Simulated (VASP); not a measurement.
Method: PBE GGA, VASP's PBE PAW potentials (set 64) (plane waves; VASP).

Input for VASP

INCAR:
```
SYSTEM = Nb
PREC = Accurate; ENCUT = 400; LREAL = .FALSE.
LASPH = .TRUE.
EDIFF = 1E-6; NELM = 100; ALGO = Normal
LMAXMIX = 4
ISMEAR = 1; SIGMA = 0.1
GGA = PE
ISIF = 2
LWAVE = .FALSE.; LCHARG = .FALSE.
```

KPOINTS:
```
Automatic mesh
0
Gamma
14 14 14
0 0 0
```

### POSCAR
```
Nb
1
   -1.6500000000     1.6500000000     1.6500000000
    1.6500000000    -1.6500000000     1.6500000000
    1.6500000000     1.6500000000    -1.6500000000
Nb
1
Direct
  0.0000000000   0.0000000000   0.0000000000
```

POTCAR, in this order: Nb_sv (PBE.64 set). Program: vasp_std.

### Question
What does the run give for the energy per atom (σ→0), band gap (on the k-mesh)?

### Answer

```yaml
energy per atom (σ→0): -10.208 eV/atom
band gap (on the k-mesh): none (metal, semimetal or under 0.01 eV)
```

**OSZICAR**
```
...
DAV:   6    -0.102487771402E+02    0.38563E+00   -0.75459E-01  3196   0.112E+01    0.261E+00
DAV:   7    -0.102036039161E+02    0.45173E-01   -0.23013E-01  3236   0.601E+00    0.917E-01
DAV:   8    -0.102079627849E+02   -0.43589E-02   -0.11069E-02  2384   0.157E+00    0.605E-02
DAV:   9    -0.102079832382E+02   -0.20453E-04   -0.83617E-04  3466   0.313E-01    0.375E-02
DAV:  10    -0.102079953353E+02   -0.12097E-04   -0.19783E-05  2426   0.658E-02    0.128E-02
DAV:  11    -0.102079867345E+02    0.86008E-05   -0.36373E-06  2338   0.340E-02    0.259E-03
DAV:  12    -0.102079867501E+02   -0.15650E-07   -0.11425E-07  1212   0.526E-03
   1 F= -.10207987E+02 E0= -.10207958E+02  d E =-.850288E-04
```

The compound is Nb in the bcc structure. The cell was not relaxed at this level.
